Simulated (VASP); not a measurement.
```
CELL_PARAMETERS angstrom
      0.00000     2.17764     2.17764
      2.17764     0.00000     2.17764
      2.17764     2.17764     0.00000
ATOMIC_POSITIONS crystal
  Nb 0.00000 0.00000 0.00000
  N  0.50000 0.50000 0.50000
```

Level of theory: LDA (Ceperley-Alder, Perdew-Zunger) with spin-orbit coupling, VASP's LDA PAW potentials (set 64) (plane waves; VASP 6.6.1). Settings: 520 eV cut-off, 13×13×13 Γ-centred mesh, Gaussian smearing of 0.050 eV, potentials Nb_sv N.

### Question
What does the run give for the energy per atom (σ→0), band gap (over mesh and band path) with the smallest direct gap where there is one?

### Answer

The band gap (over mesh and band path) is none (metal, semimetal or under 0.01 eV) and the energy per atom (σ→0) is -11.468 eV/atom.

The absolute energy has meaning only against runs of the same code, potentials and settings.

The compound is NbN in the rock salt structure, the cubic δ form, which competes with hexagonal ones. It was relaxed first. VASP warned that the highest band is occupied, so more bands are needed.
